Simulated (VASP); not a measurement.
Calculation: PBE GGA, VASP's PBE PAW potentials (set 64) (plane waves; VASP).

The input files of a VASP run:

### KPOINTS
```
Automatic mesh
0
Gamma
5 5 5
0 0 0
```

**INCAR**
```
# general
SYSTEM  = SbRu
PREC    = Accurate
ENCUT   = 300
LREAL   = .FALSE.
LASPH   = .TRUE.

# electronic loop
EDIFF   = 1E-6
NELM    = 100
ALGO    = Normal
LMAXMIX = 4

# smearing
ISMEAR  = 0
SIGMA   = 0.136

# functional
GGA     = PE

# ions
ISIF    = 2

# output
LWAVE   = .FALSE.
LCHARG  = .FALSE.
```

POSCAR:
```
SbRu
3.2474870
  1.0000000000   0.0000000000   0.0000000000
  0.0000000000   1.0000000000   0.0000000000
  0.0000000000   0.0000000000   1.0000000000
Ru Sb
1 1
Cartesian
  0.0000000000   0.0000000000   0.0000000000
  0.5000000000   0.5000000000   0.5000000000
```

POTCAR, in this order: Ru_pv Sb (PBE.64 set). Program: vasp_std.

What VASP printed:

File OSZICAR:
```
       N       E                     dE             d eps       ncg     rms          rms(c)
DAV:   1     0.695425373884E+02    0.69543E+02   -0.77282E+03   308   0.858E+02
DAV:   2    -0.117814971413E+02   -0.81324E+02   -0.79490E+02   315   0.255E+02
DAV:   3    -0.132964411652E+02   -0.15149E+01   -0.14902E+01   305   0.369E+01
DAV:   4    -0.133174727775E+02   -0.21032E-01   -0.21028E-01   348   0.425E+00
DAV:   5    -0.133176660276E+02   -0.19325E-03   -0.19325E-03   313   0.348E-01    0.947E+00
DAV:   6    -0.131503736673E+02    0.16729E+00   -0.12159E+00   265   0.119E+01    0.369E+00
DAV:   7    -0.130899162421E+02    0.60457E-01   -0.22970E-01   260   0.494E+00    0.297E+00
DAV:   8    -0.130726812419E+02    0.17235E-01   -0.56602E-02   285   0.231E+00    0.219E-01
DAV:   9    -0.130724765733E+02    0.20467E-03   -0.67592E-04   295   0.198E-01    0.163E-01
DAV:  10    -0.130723746655E+02    0.10191E-03   -0.21033E-04   275   0.165E-01    0.238E-02
DAV:  11    -0.130723723937E+02    0.22718E-05   -0.26095E-05   305   0.475E-02    0.923E-03
DAV:  12    -0.130723707581E+02    0.16356E-05   -0.14921E-06   190   0.111E-02    0.194E-03
DAV:  13    -0.130723706521E+02    0.10602E-06   -0.15155E-07   140   0.395E-03
   1 F= -.13072371E+02 E0= -.13059796E+02  d E =-.251498E-01
```

File OUTCAR:
```
------------------------ aborting loop because EDIFF is reached ----------------------------------------
  FORCE on cell =-STRESS in cart. coord.  units (eV):
  Direction    XX          YY          ZZ          XY          YZ          ZX
  --------------------------------------------------------------------------------------
  Total        0.7725509      0.7725509      0.7725509      0.0000000      0.0000000      0.0000000
  in kB       36.1406076     36.1406076     36.1406076      0.0000000      0.0000000      0.0000000
  external PRESSURE =      36.1406076 kB  Pullay stress =       0.0000000 kB
  volume of cell :       34.25
      direct lattice vectors                 reciprocal lattice vectors
     3.247487000  0.000000000  0.000000000     0.307930409  0.000000000  0.000000000
     0.000000000  3.247487000  0.000000000     0.000000000  0.307930409  0.000000000
     0.000000000  0.000000000  3.247487000     0.000000000  0.000000000  0.307930409
 POSITION                                       TOTAL-FORCE (eV/Angst)
 -----------------------------------------------------------------------------------
      0.00000      0.00000      0.00000         0.000000      0.000000      0.000000
      1.62374      1.62374      1.62374         0.000000      0.000000      0.000000
 -----------------------------------------------------------------------------------
    total drift:                                0.000000     -0.000000     -0.000000
  FREE ENERGIE OF THE ION-ELECTRON SYSTEM (eV)
  ---------------------------------------------------
  free  energy   TOTEN  =       -13.0723706521 eV

  energy  without entropy=      -13.0472208453  energy(sigma->0) =      -13.05979575
```
(Selected blocks of OUTCAR.)

### OUTCAR
```
 val. band max:       12.5588505364   @ k =   0.4000   0.2000   0.0000

 cond. band min:      12.8066794020   @ k =   0.4000   0.2000   0.2000


 Fermi energy:        12.5591790469

 k-point     1 :       0.0000    0.0000    0.0000
  band No.  band energies     occupation
      1     -30.0077      2.00000
      2     -30.0077      2.00000
      3     -30.0077      2.00000
      4      -1.0189      2.00000
      5       8.8211      2.00000
      6       8.8211      2.00000
      7      11.5106      2.00000
      8      11.5106      2.00000
      9      11.5106      2.00000
     10      13.4010      0.00000
     11      13.4010      0.00000
     12      13.4010      0.00000
     13      18.9100      0.00000

 k-point     2 :       0.2000    0.0000    0.0000
  band No.  band energies     occupation
      1     -30.0380      2.00000
      2     -30.0042      2.00000
      3     -30.0042      2.00000
      4      -0.4282      2.00000
      5       8.0401      2.00000
      6       8.9564      2.00000
      7      10.4453      2.00000
      8      10.4453      2.00000
      9      11.5186      2.00000
     10      12.0238      2.00000
     11      15.1029      0.00000
     12      15.1029      0.00000
     13      19.8912      0.00000

 k-point     3 :       0.4000    0.0000    0.0000
  band No.  band energies     occupation
      1     -30.0873      2.00000
      2     -29.9987      2.00000
      3     -29.9987      2.00000
      4       1.0830      2.00000
      5       5.3320      2.00000
      6       9.1952      2.00000
      7       9.5511      2.00000
      8       9.5511      2.00000
      9      11.5304      2.00000
     10      12.4964      1.48620
     11      17.8582      0.00000
     12      17.8582      0.00000
     13      18.9057      0.00000

 k-point     4 :       0.2000    0.2000    0.0000
  band No.  band energies     occupation
      1     -30.0351      2.00000
      2     -30.0339      2.00000
      3     -30.0013      2.00000
...
```

At this cut-off the stress carries a Pulay error, which pulls relaxed volumes low. Unless said otherwise, spin-orbit coupling is left out, though it shifts the bands of the heavy elements here.

The structure was generated: SbRu was put into an ordered model structure, which need not be its known phase. The cell was not relaxed at this level, and its volume differs by -5.9 % from the start's. The k-mesh is coarse (spacing up to 0.39 per Å, 2π included), so the numbers may not be converged in it. The electron count is odd and the run is not spin-polarised, which forces a metal.
